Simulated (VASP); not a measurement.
# TaN: how cutoff and mesh change the relaxed cell, part 2 of 2

Aim: test the relaxed volume of TaN against cutoff and mesh. The starting structure is a computed structure from the Materials Project. The first relaxation on each setting starts from this cell expanded by 3 % in volume.

VASP 6.6.1.

Results so far: reference 10.50 Å³ an atom; a cutoff of 400 eV 10.40 Å³ an atom; a 10×10×10 mesh 10.50 Å³ an atom.

## Step 5: Relaxation with a cutoff of 680 eV

Level of this step: PBEsol; plane waves and PAW (Ta_pv, N) (VASP).

Against step 2 the input has ENCUT = 680. This run starts from the cell of an earlier relaxation, which isn't shown; the restart sets up the plane waves anew.

INCAR reads:

```
SYSTEM = TaN
PREC = Accurate
ENCUT = 680
EDIFF = 1E-06
NELM = 100
ISMEAR = 1
SIGMA = 0.15
LREAL = .FALSE.
ALGO = Normal
GGA = PS
NBANDS = 14
LASPH = .TRUE.
LORBIT = 11
LWAVE = .FALSE.
LCHARG = .FALSE.
KPAR = 4
IBRION = 2
NSW = 50
ISIF = 3
EDIFFG = -0.006
```

POSCAR reads:

```
TaN
1.0
    0.0000000000      2.1896026326      2.1896026326
    2.1896026326      0.0000000000      2.1896026326
    2.1896026326      2.1896026326      0.0000000000
Ta N
1 1
Direct
    0.5000000000      0.5000000000      0.5000000000
    0.0000000000      0.0000000000      0.0000000000
```

KPOINTS reads:

```
Automatic mesh
0
Gamma
18 18 18
0 0 0
```

Potentials, in the order of the species: Ta_pv and N (PBE family, release 64).

Run with:

```
> mpirun -np 4 vasp_std
```

The program printed:

```text
[... set-up lines as in an earlier step ...]
 entering main loop
       N       E                     dE             d eps       ncg     rms          rms(c)
DAV:   1     0.105161262550E+03    0.10516E+03   -0.10535E+04  5460   0.149E+03
DAV:   2    -0.222334864607E+02   -0.12739E+03   -0.11988E+03  6614   0.372E+02
DAV:   3    -0.259848643808E+02   -0.37514E+01   -0.37011E+01  6534   0.603E+01
DAV:   4    -0.260084730225E+02   -0.23609E-01   -0.23501E-01  6294   0.493E+00
[...]
DAV:  10    -0.232184064729E+02    0.13760E-03   -0.60761E-04  7368   0.304E-01    0.159E-01
DAV:  11    -0.232183553501E+02    0.51123E-04   -0.87042E-05  6270   0.100E-01    0.212E-02
DAV:  12    -0.232183552601E+02    0.89948E-07   -0.43390E-06  7050   0.221E-02
   1 F= -.23218355E+02 E0= -.23218135E+02  d E =-.232184E+02
[...]
reached required accuracy - stopping structural energy minimisation
```

It took 13 s on 4 MPI ranks of AMD EPYC 9R45, shared host; peak memory 0.8 GiB; 49 s of CPU time.

OUTCAR, selected parts (step 5):

```text
  Total       -0.0073547     -0.0073547     -0.0073547      0.0000000     -0.0000000      0.0000000
  in kB       -0.5612403     -0.5612403     -0.5612403      0.0000000     -0.0000000      0.0000000
  external PRESSURE =      -0.5612403 kB  Pullay stress =       0.0000000 kB

 POSITION                                       TOTAL-FORCE (eV/Angst)
 -----------------------------------------------------------------------------------
      2.18960      2.18960      2.18960        -0.000000      0.000000     -0.000000
      0.00000      0.00000      0.00000         0.000000     -0.000000      0.000000
 -----------------------------------------------------------------------------------
    total drift:                                0.000000      0.000000      0.000000

  FREE ENERGIE OF THE ION-ELECTRON SYSTEM (eV)
  ---------------------------------------------------
  free  energy   TOTEN  =       -23.2183552601 eV

  energy  without entropy=      -23.2176958331  energy(sigma->0) =      -23.21813545

[... 2 parts as in an earlier step ...]

[... 2 further parts left out ...]
[key lines of the parts left out:]
E-fermi :   9.5339
```

With a cutoff of 680 eV the cell ends at 10.498 Å³ an atom, -0.02 % from the reference.

## Step 6: Relaxation with a 24×24×24 mesh

Against step 2 the input has a 24×24×24 mesh. This run starts from the cell of an earlier relaxation, which isn't shown; the restart sets up the plane waves anew.

INCAR, as its differences from that of step 5:

```diff
@@ -2,3 +2,3 @@
 PREC = Accurate
-ENCUT = 680
+ENCUT = 520
 EDIFF = 1E-06
```

POSCAR reads:

```
TaN
1.0
    0.0000000000      2.1898071606      2.1898071606
    2.1898071606      0.0000000000      2.1898071606
    2.1898071606      2.1898071606      0.0000000000
Ta N
1 1
Direct
    0.5000000000      0.5000000000      0.5000000000
    0.0000000000      0.0000000000      0.0000000000
```

KPOINTS reads:

```
Automatic mesh
0
Gamma
24 24 24
0 0 0
```

Run with:

```
> mpirun -np 4 vasp_std
```

The program printed:

```text
[... set-up lines as in an earlier step ...]
 entering main loop
       N       E                     dE             d eps       ncg     rms          rms(c)
DAV:   1     0.888272455325E+02    0.88827E+02   -0.89749E+03 11572   0.121E+03
DAV:   2    -0.230105577664E+02   -0.11184E+03   -0.10568E+03 14320   0.316E+02
DAV:   3    -0.259863454642E+02   -0.29758E+01   -0.29512E+01 13164   0.480E+01
DAV:   4    -0.260011557013E+02   -0.14810E-01   -0.14800E-01 13612   0.355E+00
[...]
DAV:  10    -0.232114375776E+02    0.14659E-03   -0.49309E-04 15770   0.277E-01    0.104E-01
DAV:  11    -0.232114080929E+02    0.29485E-04   -0.57017E-05 13180   0.782E-02    0.176E-02
DAV:  12    -0.232114080192E+02    0.73739E-07   -0.32459E-06 14852   0.177E-02
   1 F= -.23211408E+02 E0= -.23211099E+02  d E =-.232114E+02
[...]
reached required accuracy - stopping structural energy minimisation
```

Run time: 15 s. Hardware: 4 MPI ranks; peak memory 0.86 GiB.

From OUTCAR (step 6):

```text
  Total       -0.0005521     -0.0005521     -0.0005521      0.0000000      0.0000000      0.0000000
  in kB       -0.0421172     -0.0421172     -0.0421172      0.0000000      0.0000000      0.0000000
  external PRESSURE =      -0.0421172 kB  Pullay stress =       0.0000000 kB

 POSITION                                       TOTAL-FORCE (eV/Angst)
 -----------------------------------------------------------------------------------
      2.18981      2.18981      2.18981        -0.000000     -0.000000     -0.000000
      0.00000      0.00000      0.00000         0.000000      0.000000      0.000000
 -----------------------------------------------------------------------------------
    total drift:                                0.000000     -0.000000     -0.000000

  FREE ENERGIE OF THE ION-ELECTRON SYSTEM (eV)
  ---------------------------------------------------
  free  energy   TOTEN  =       -23.2114080192 eV

  energy  without entropy=      -23.2104819398  energy(sigma->0) =      -23.21109933

[... 1 part as in an earlier step ...]

[... 3 further parts left out ...]
[key lines of the parts left out:]
E-fermi :   9.5168
```

With a 24×24×24 mesh the cell ends at 10.501 Å³ an atom, +0.01 % from the reference.

## Step 7: The runs compared

| run | volume (Å³/atom) | change (%) | pressure left (GPa) | core minutes |
| --- | --- | --- | --- | --- |
| reference | 10.5 | - | -0.01 | 2.37 |
| a cutoff of 400 eV | 10.401 | -0.94 | 0.0 | 2.64 |
| a 10×10×10 mesh | 10.498 | -0.02 | 0.0 | 0.92 |
| a cutoff of 680 eV | 10.498 | -0.02 | -0.06 | 3.92 |
| a 24×24×24 mesh | 10.501 | 0.01 | 0.0 | 4.65 |

Core minutes are wall time times ranks, summed over the relaxations behind a row (those for a bulk modulus apart), on shared hosts.

## Step 8: Outcome

| Item | Value |
| --- | --- |
| volume of the reference | 10.50 Å³/atom |
| volume against the reference, a cutoff of 400 eV | -0.94 % |
| volume against the reference, a 10×10×10 mesh | -0.02 % |
| volume against the reference, a cutoff of 680 eV | -0.02 % |
| volume against the reference, a 24×24×24 mesh | +0.01 % |

The volume moves most with a cutoff of 400 eV: -0.94 % against the reference (520 eV, 18×18×18 mesh). On finer settings it changes by -0.02 % with a cutoff of 680 eV and +0.01 % with a 24×24×24 mesh. The relaxations stop with up to 0.06 GPa left, which at a bulk modulus of 50 GPa, to name a scale, is 0.11 % of the volume. That understates it: a restart alone still moved the volume by up to 0.3 %. A cell that shrinks at the lower cutoff is the usual mark of Pulay stress, the error that a plane-wave basis makes when it is kept while the volume changes. Further runs on this material are not shown.

[Lines on the potential files, build, host, timing and source positions are cut from VASP's logs without a mark.]

[Logs are printed without paths, hosts, clocks, repeated set-up lines and the standing remarks that a program may print on its own settings, such as how far it seeks lower states.]

[Hosts, paths, dates, database ids (printed as entryN), source tags and the programs' standing remarks are cut or masked in the printed files.]
